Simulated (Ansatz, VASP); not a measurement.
# Cross-check of TaO2 (1T-TaO2 monolayer) between VASP and Ansatz, part 2 of 2

Aim: how closely do two programs agree when they are given the same cell, functional and k mesh? The structure shown is the start of the Ansatz relaxation below; VASP solves that cell, so the two are compared at the walk's first step.

VASP 6.6.1 and Ansatz 0.2.0.

So far: Starting point; Ansatz: relaxation, LDA.

**3. VASP: single point, LDA, start cell**

Level of this step: LDA, zero-moment start; plane waves and PAW (O, Ta_pv) (VASP).

The same cell, functional (in two slightly different forms), mesh and smearing now go to VASP, with its own data sets.

Lines of VASP's logs that name or quote its potential files are left out, and so is its time.

Contents of INCAR:

```
SYSTEM = TaO2
PREC = Accurate
ENCUT = 520
EDIFF = 1E-06
NELM = 200
ISMEAR = -1
SIGMA = 0.05
LREAL = .FALSE.
ALGO = Normal
GGA = CA
NBANDS = 19
ISPIN = 2
MAGMOM = 0 0 0
LASPH = .TRUE.
LMAXMIX = 4
LORBIT = 11
LWAVE = .FALSE.
LCHARG = .FALSE.
ISIF = 2
LDIPOL = .TRUE.
IDIPOL = 3
DIPOL = 0.5 0.5 0.5
LVHAR = .TRUE.
GGA_COMPAT = .FALSE.
NELMDL = -8
```

Contents of POSCAR:

```
TaO2
1.0
    3.1844900000      0.0000000000      0.0000000000
   -1.5922450000      2.7578490000      0.0000000000
    0.0000000000      0.0000000000     35.9525700000
O Ta
2 1
Direct
    0.6666666667      0.3333333333      0.4658915899
    0.3333333333      0.6666666667      0.5341084101
    0.0000000000      0.0000000000      0.5000000000
```

Contents of KPOINTS:

```
Automatic mesh
0
Gamma
12 12 1
0 0 0
```

Potentials, in the order of the species: O and Ta_pv (LDA family, release 64).

Launch:

```console
> mpirun -np 1 vasp_std
```

Numbers of over 12 decimals in the logs are rounded to 6 here.

The log of the run:

```text
[banner, memory and clock lines left out]
running    1 mpi-ranks, on    1 nodes
 distrk:  each k-point on    1 cores,    1 groups
 distr:  one band on    1 cores,    1 groups

 POSCAR found type information on POSCAR O Ta
 POSCAR found :  2 types and       3 ions
 LDA part: xc-table for (Slater(with rela. corr.)+CA(PZ))
 , standard interpolation
 POSCAR, INCAR and KPOINTS ok, starting setup
 FFT: planning ... GRIDC
 FFT: planning ... GRID_SOFT
 FFT: planning ... GRID
 WAVECAR not read
 entering main loop
       N       E                     dE             d eps       ncg     rms          rms(c)
DAV:   1     0.161961530619E+03    0.16196E+03   -0.99464E+03  1796   0.845E+02
DAV:   2    -0.100705591727E+02   -0.17203E+03   -0.16388E+03  2011   0.201E+02
DAV:   3    -0.350163438618E+02   -0.24946E+02   -0.24512E+02  1931   0.800E+01
DAV:   4    -0.355116794937E+02   -0.49534E+00   -0.49182E+00  2128   0.122E+01
DAV:   5    -0.355166814530E+02   -0.50020E-02   -0.49758E-02  1973   0.116E+00
DAV:   6    -0.355167629188E+02   -0.81466E-04   -0.81090E-04  1955   0.142E-01
DAV:   7    -0.355167645758E+02   -0.16570E-05   -0.16549E-05  1910   0.197E-02
DAV:   8    -0.355167646167E+02   -0.40882E-07   -0.40767E-07  1720   0.324E-03    0.202E+01
DAV:   9    -0.309251425934E+02    0.45916E+01   -0.29234E+01  1657   0.358E+01    0.938E+00
DAV:  10    -0.303259074129E+02    0.59924E+00   -0.50963E+00  1676   0.134E+01    0.596E+00
DAV:  11    -0.302068875042E+02    0.11902E+00   -0.12280E+00  1786   0.783E+00    0.201E+00
DAV:  12    -0.301615003769E+02    0.45387E-01   -0.15445E-01  1709   0.270E+00    0.293E-01
DAV:  13    -0.301608107205E+02    0.68966E-03   -0.10242E-02  1827   0.722E-01    0.161E-01
DAV:  14    -0.301607245853E+02    0.86135E-04   -0.53226E-04  1937   0.158E-01    0.321E-02
DAV:  15    -0.301607661878E+02   -0.41602E-04   -0.91012E-05  1824   0.579E-02    0.233E-02
DAV:  16    -0.301608138810E+02   -0.47693E-04   -0.81663E-06  1916   0.200E-02    0.747E-03
DAV:  17    -0.301608401624E+02   -0.26281E-04   -0.14629E-06  1672   0.776E-03    0.171E-03
DAV:  18    -0.301608774849E+02   -0.37322E-04   -0.14156E-06  1661   0.598E-03    0.222E-03
DAV:  19    -0.301608996103E+02   -0.22125E-04   -0.68086E-07  1611   0.374E-03    0.917E-04
DAV:  20    -0.301609210942E+02   -0.21484E-04   -0.10952E-06  1670   0.416E-03    0.158E-03
DAV:  21    -0.301609277048E+02   -0.66107E-05   -0.34218E-07  1566   0.303E-03    0.459E-04
DAV:  22    -0.301609293661E+02   -0.16612E-05   -0.25901E-08  1372   0.789E-04    0.324E-04
DAV:  23    -0.301609302027E+02   -0.83664E-06   -0.79330E-09  1040   0.577E-04
   1 F= -.30160930E+02 E0= -.30150870E+02  d E =-.201199E-01  mag=     0.0000
```

Parts of OUTCAR (step 3):

```text
ion  position               nearest neighbor table
   1  0.667  0.333  0.466-   3 2.21   3 2.21   3 2.21
   2  0.333  0.667  0.534-   3 2.21   3 2.21   3 2.21
   3  0.000  0.000  0.500-   2 2.21   1 2.21   2 2.21   1 2.21   1 2.21   2 2.21

  LATTYP: Found a hexagonal cell.
 ALAT       =     3.1844900000
 C/A-ratio  =    11.2898988535

 Subroutine GETGRP returns: Found 12 space group operations
 (whereof 12 operations were pure point group operations)

The static configuration has the point symmetry D_3d.

 Found     19 irreducible k-points:

   k-points           NKPTS =     19   k-points in BZ     NKDIM =     19   number of bands    NBANDS=     19

   dimension x,y,z NGX =    24 NGY =   24 NGZ =  270
   dimension x,y,z NGXF=    48 NGYF=   48 NGZF=  540

   ENCUT  =  520.0 eV  38.22 Ry    6.18 a.u.   5.92  5.92 66.85*2*pi/ulx,y,z

   NELECT =      23.0000    total number of electrons

 k-points in reciprocal lattice and weights: Automatic mesh
   0.00000000  0.00000000  0.00000000       0.007
   0.08333333  0.00000000  0.00000000       0.042
   0.16666667  0.00000000  0.00000000       0.042
   0.25000000  0.00000000  0.00000000       0.042
   0.33333333  0.00000000  0.00000000       0.042
   0.41666667  0.00000000  0.00000000       0.042
   0.50000000  0.00000000  0.00000000       0.021
   0.08333333  0.08333333  0.00000000       0.042
   0.16666667  0.08333333  0.00000000       0.083
[...]
0.33333333  0.25000000  0.00000000       0.083
   0.33333333  0.33333333  0.00000000       0.014

 dipolmoment           0.000000      0.000000      0.000000 electrons x Angstroem

 average (electrostatic) potential at core
       1 -82.2657       2 -82.2657       3 -50.3478

 E-fermi :  -4.9785

 spin component 1
 k-point     1 :       0.0000    0.0000    0.0000
  band No.  band energies     occupation
    ...
      7     -10.7443      1.00000
      8     -10.7443      1.00000
      9      -8.5455      1.00000
     10      -8.2156      1.00000
     11      -8.2156      1.00000
     12      -4.7979      0.02627
     13      -4.7979      0.02627
     14      -3.8195      0.00000
     15      -2.7338      0.00000
     16      -0.8920      0.00000
    ...

 k-point     2 :       0.0833    0.0000    0.0000
  band No.  band energies     occupation
    ...
      7     -10.8196      1.00000
      8     -10.6796      1.00000
      9      -8.5656      1.00000
     10      -8.4256      1.00000
     11      -8.3291      1.00000
     12      -4.8368      0.05550
     13      -4.6392      0.00113
     14      -3.7814      0.00000
     15      -2.4444      0.00000
     16      -1.1577      0.00000
    ...

 k-point     3 :       0.1667    0.0000    0.0000
  band No.  band energies     occupation
    ...
      8     -10.5182      1.00000
      9      -9.3084      1.00000
     10      -8.5757      1.00000
     11      -8.2429      1.00000
     12      -4.9908      0.56116
     13      -4.2447      0.00000
     14      -3.6800      0.00000
     15      -1.8763      0.00000
     16      -1.2441      0.00000
     17      -0.7519      0.00000
    ...

 k-point     4 :       0.2500    0.0000    0.0000
  band No.  band energies     occupation
    ...
      8     -10.3552      1.00000
      9      -9.9232      1.00000
     10      -8.7816      1.00000
     11      -8.2265      1.00000
     12      -5.2139      0.99106
     13      -3.7483      0.00000
     14      -3.4967      0.00000
     15      -1.7027      0.00000
     16      -0.5841      0.00000
     17      -0.4097      0.00000
    ...

 k-point     5 :       0.3333    0.0000    0.0000
  band No.  band energies     occupation
    ...
      8     -10.2919      1.00000
      9      -9.8316      1.00000
     10      -8.8363      1.00000
     11      -8.4412      1.00000
     12      -5.4304      0.99988
     13      -3.2456      0.00000
     14      -3.2206      0.00000
     15      -1.3827      0.00000
     16      -0.3933      0.00000
     17       0.5623      0.00000
    ...

 k-point     6 :       0.4167    0.0000    0.0000
  band No.  band energies     occupation
    ...
      8     -10.3146      1.00000
      9      -9.6704      1.00000
     10      -8.7873      1.00000
     11      -8.6511      1.00000
     12      -5.5883      0.99999
     13      -2.9209      0.00000
     14      -2.8404      0.00000
     15      -0.9626      0.00000
     16      -0.2419      0.00000
     17       1.2908      0.00000
    ...

  Total      -10.1068494    -10.1068477     -8.2230606     -0.0000000      0.0000000      0.0000000
  in kB      -51.2844927    -51.2844839    -41.7257125     -0.0000000      0.0000000      0.0000000
  external PRESSURE =     -48.0982297 kB  Pullay stress =       0.0000000 kB

  energy-cutoff  :      520.00
  volume of cell :      315.75
      direct lattice vectors                 reciprocal lattice vectors
     3.184490000  0.000000000  0.000000000     0.314022026  0.181300717  0.000000000
    -1.592245000  2.757849000  0.000000000     0.000000000  0.362601433  0.000000000
     0.000000000  0.000000000 35.952570000     0.000000000  0.000000000  0.027814423

 POSITION                                       TOTAL-FORCE (eV/Angst)
 -----------------------------------------------------------------------------------
      1.59225      0.91928     16.75000        -0.000000      0.000000      3.333324
     -0.00000      1.83857     19.20257         0.000000     -0.000000     -3.333324
      0.00000      0.00000     17.97629        -0.000000      0.000000      0.000000
 -----------------------------------------------------------------------------------
    total drift:                                0.000000      0.000000      0.000000

  FREE ENERGIE OF THE ION-ELECTRON SYSTEM (eV)
  ---------------------------------------------------
  free  energy   TOTEN  =       -30.1609302027 eV

  energy  without entropy=      -30.1408103391  energy(sigma->0) =      -30.15087027

 vacuum level on the upper side and lower side of the slab         1.283         1.283

 total charge
# of ion       s       p       d       tot
------------------------------------------
    1        1.563   3.327   0.000   4.891
    2        1.563   3.327   0.000   4.891
    3        0.274   6.180   2.062   8.516
--------------------------------------------------
tot          3.401  12.834   2.062  18.297

 magnetization (x)
# of ion       s       p       d       tot
------------------------------------------
    1       -0.000   0.000   0.000   0.000
    2       -0.000   0.000   0.000   0.000
    3        0.000   0.000   0.000   0.000
--------------------------------------------------
tot          0.000   0.000   0.000   0.000

[... 1 further part left out ...]
```

This run allows spin, but its moments start at zero, where symmetry between the spins tends to hold them. Its electron count is odd, so without a moment it is a metal by construction.

**4. Differences**

Known differences besides the potentials themselves: the two LDA forms differ slightly; Ansatz cuts the interaction across the vacuum, VASP repeats the sheet with a dipole correction; the data sets hold 25 valence electrons in Ansatz (on its default PAW (the set named soft_2) files) and 23 in VASP; the cutoff is 420 eV in Ansatz and 520 eV in VASP; VASP's log shows a relativistic correction to its local exchange, Ansatz's none. Total energies have different zeros and are not compared.

Forces (eV/Å; atoms numbered as in POSCAR):

| atom | Ansatz x, y, z | VASP x, y, z |
| --- | --- | --- |
| O1 | 0.000, 0.000, 3.405 | 0.000, 0.000, 3.333 |
| O2 | 0.000, 0.000, -3.405 | 0.000, 0.000, -3.333 |
| Ta3 | 0.000, 0.000, 0.000 | 0.000, 0.000, 0.000 |

The forces differ by 34 meV/Å r.m.s., which is 2.1 % of the r.m.s. force of 1.571 eV/Å (both taken over all components). Moments aren't recorded for both runs of this pair, so they may hold unlike magnetic states. With vacuum in the cell, a pressure given here is an average over mostly empty space and none of the material.

**5. What came out**

| Property | Result |
| --- | --- |
| r.m.s. force difference (single point, LDA, start cell) | 2.1 % of the r.m.s. force |

**Reading.** The r.m.s. force difference is 2.1 % of the r.m.s. force (single point, LDA, start cell), within the 3 % picked in this series as the mark of a large difference. The data sets hold unlike numbers of valence electrons (25 in Ansatz and 23 in VASP), so part of the differences comes from the potentials. 1 further run of this series is not shown here. How closely two codes agree says nothing of how well the functional describes the real material.

[Lines on the potential files, build, host, timing and source positions are cut from VASP's logs without a mark.]

[Logs are printed without paths, hosts, clocks, repeated set-up lines and the standing remarks that a program may print on its own settings, such as how far it seeks lower states.]

[Hosts, paths, dates, database ids (printed as entryN), source tags and the programs' standing remarks are cut or masked in the printed files.]
